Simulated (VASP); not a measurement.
An input for Ansatz (written as the equivalent of a VASP run, and not itself run):

Ansatz 0.2 input:
```yaml
crystal:
  lattice:
    - [-1.5888246, 1.5888246, 3.8981667]
    - [1.5888246, -1.5888246, 3.8981667]
    - [1.5888246, 1.5888246, -3.8981667]
  atoms:
    - { symbol: Mo, position: [0.0000000, 0.0000000, 0.0000000] }
    - { symbol: Si, position: [0.3345925, 0.3345925, 0.0000000] }
    - { symbol: Si, position: [0.6654075, 0.6654075, 0.0000000] }
kpoints:
  mp_grid: { grid: [15, 15, 15] }
hamiltonian:
  xc: pbe
  dispersion: d3bj
  pseudopotentials: { kind: paw }
scf:
  occupations: { method: tetrahedron }
  max_iter: 100
output: { forces: true, stress: true, eigenvalues: true }
```

Question: Translate this input to VASP (INCAR, KPOINTS, POSCAR, choice of POTCAR).

Answer: This is not unique; one that fits is 
File POSCAR:
```
Si2Mo
3.8981670
 -0.4075824884   0.4075824884   0.9999999126
  0.4075824884  -0.4075824884   0.9999999126
  0.4075824884   0.4075824884  -0.9999999126
Mo Si
1 2
Cart
  0.0000000000   0.0000000000   0.0000000000
 -0.0000000000   0.0000000000   0.6691849567
  0.0000000000  -0.0000000000   1.3308148685
```

**INCAR**
```
NEDOS = 601
GGA = PE
LWAVE = F
LORBIT = 11   # lm-projected
NELM = 100   # most electronic steps
LREAL = F   # projection in real space or not
SYSTEM = Si2Mo
EDIFF = 1E-7
LMAXMIX = 4   # l cut-off of mixed one-centre charges
IVDW = 12   # D3, Becke-Johnson
LASPH = T   # aspherical one-centre terms
LCHARG = T
ISMEAR = -5   # tetrahedra, Bloechl
ALGO = Normal   # blocked Davidson
ENCUT = 400   # plane-wave cut-off (eV)
PREC = Accurate
ISIF = 2   # forces and stress, cell fixed
```

File KPOINTS:
```
Automatic mesh
0
Gamma
15 15 15
0 0 0
```

POTCAR, in this order: Mo_sv Si (PBE.64 set). Program: vasp_std.

The two are equivalent in intent, not identical: each code has its own PAW files, so the cut-off isn't converted (ENCUT is set for VASP's; basis.ecutwfc is left out, and Ansatz then takes the one that its files recommend); Ansatz stops its SCF on the density residual and VASP on the energy change (EDIFF).

The structure comes from a measured Si2Mo entry (I4/mmm) of the Crystallography Open Database, whose conditions weren't checked. It was relaxed first.
